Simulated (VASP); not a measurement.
A run of VASP 6.6.1 is set up as follows.

The input INCAR:

```
SYSTEM = CoNiO2
  PREC = Accurate
  ENCUT = 520
  EDIFF = 1E-7
  ISMEAR = -1
  SIGMA = 0.05
  LREAL = .False.
  LASPH = .True.
  NELM = 100
  ALGO = Normal
  ISIF = 2
  LWAVE = .False.
  LCHARG = .False.
  ISPIN = 2
  MAGMOM = 1 2 0 0
  LORBIT = 11
  LMAXMIX = 4
  GGA = PE
  NBANDS = 28
```

File KPOINTS:

```
regular mesh
0
Gamma
  9 9 6
  0 0 0
```

Contents of POSCAR:

```
CoNiO2
1.0
    3.0143330000      0.0000000000      0.0000000000
    0.0000000000      3.0143330000      0.0000000000
    0.0000000000      0.0000000000      4.2222850000
Ni Co O
1 1 2
Direct
    0.0000000000      0.0000000000      0.0000000000
    0.5000000000      0.5000000000      0.5000000000
    0.0000000000      0.0000000000      0.5000000000
    0.5000000000      0.5000000000      0.0000000000
```

Potentials or basis: VASP PAW PBE potentials, release 64 (Ni, Co, O).

Run with:

```console
$ cat potpaw_PBE.64/Ni/POTCAR potpaw_PBE.64/Co/POTCAR potpaw_PBE.64/O/POTCAR > POTCAR
$ mpirun -np 1 vasp_std > vasp.out
```

Question: Estimate the pressure.

Answer: -2.9 GPa.

Question: Estimate the net moment.

Answer: 4.50 μB per cell.

Question: Estimate the band gap on the k mesh.

Answer: None (metal or under the smearing width).

Question: Predict the site moments.

Answer: Ni +1.45; Co +2.43; O +0.27, +0.26 μB.

Stress tensor (GPa, compression positive):
```
-3.72  0.00  0.00
 0.00 -3.72  0.00
 0.00  0.00 -1.14
```

Caveat: semilocal functionals often make such compounds metallic where correlation or magnetic order opens a gap, which also shifts bond lengths. With open d or f shells a metallic result of PBE can be an artefact of self-interaction; +U or a hybrid may open a gap.
